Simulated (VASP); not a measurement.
Energy against volume of HfB2 (AlB2 type). All values below come from vdW-DF-cx, VASP's PBE PAW potentials (set 64) (plane waves; VASP 6.6.1). Numerical set-up: 520 eV cut-off, 11×11×9 Γ-centred mesh, first-order Methfessel-Paxton smearing of 0.10 eV, potentials Hf_pv B.

Shape and ions are relaxed at each volume.

```csv
V (Å³/atom),E (eV/atom)
9.546,-7.76967
9.841,-7.77723
10.137,-7.77044
10.432,-7.75128
```

Question: Fit these four points and predict the energy of the run at 9.251 Å³/atom.

Answer: A cubic in V^(−2/3), the third-order Birch-Murnaghan form, passes through the four points with V0 = 9.84 Å³/atom and B0 = 259 GPa, and gives -7.7455 eV/atom there. The run gave -7.7455 eV/atom, +0.1 meV/atom from the fit; all five points give B0 = 259 GPa.

The compound is HfB2 in the AlB2 type structure. It was relaxed first.
